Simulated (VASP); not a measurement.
A VASP calculation is set up with these files.

**INCAR**
```
ALGO = Normal
ISMEAR = -5   ! tetrahedra, Bloechl
NELM = 100   ! most electronic steps
ISIF = 2
LORBIT = 11   ! lm-projected
PREC = Accurate
SYSTEM = FeAl
NEDOS = 601   ! DOS grid
LWAVE = F
GGA = PS
LASPH = T
LCHARG = T
LREAL = F
ENCUT = 400   ! plane-wave cut-off (eV)
LMAXMIX = 4
EDIFF = 1E-7
```

**POSCAR**
```
FeAl
1
    2.8398307079     0.0000000000     0.0000000000
    0.0000000000     2.8398307079     0.0000000000
    0.0000000000     0.0000000000     2.8398307079
Al Fe
1 1
Direct
  0.5000000000   0.5000000000   0.5000000000
  0.0000000000   0.0000000000   0.0000000000
```

**KPOINTS**
```
Automatic mesh
0
Gamma
14 14 14
0 0 0
```

POTCAR, in this order: Al Fe (PBE.64 set). Program: vasp_std.

**Question.** Translate this PBEsol calculation to Quantum ESPRESSO's pw.x.

**Answer.** One equivalent input (not run):
```
&CONTROL
  calculation = 'scf'
  pseudo_dir = './pseudo'
  outdir = './out'
  tprnfor = .true.
  tstress = .true.
/
&SYSTEM
  ibrav = 0
  nat = 2
  ntyp = 2
  ecutwfc = 90
  occupations = 'tetrahedra'
  input_dft = 'pbesol'
/
&ELECTRONS
  conv_thr = 7.3e-09
  electron_maxstep = 100
/
ATOMIC_SPECIES
  Al 26.982 Al.upf
  Fe 55.845 Fe.upf
CELL_PARAMETERS angstrom
     2.8398307    0.0000000    0.0000000
     0.0000000    2.8398307    0.0000000
     0.0000000    0.0000000    2.8398307
ATOMIC_POSITIONS crystal
  Al   0.5000000  0.5000000  0.5000000
  Fe   0.0000000  0.0000000  0.0000000
K_POINTS automatic
  14 14 14 0 0 0
```
The two are equivalent in intent, not identical: the potentials are each code's own (VASP's PAW set, PseudoDojo norm-conserving files in pw.x), so ENCUT and ecutwfc are chosen apart and not converted; conv_thr bounds pw.x's estimated SCF error, while EDIFF bounds the energy change between steps.

The compound is FeAl in the CsCl type structure. It was relaxed first, which changed the volume by -7 %.
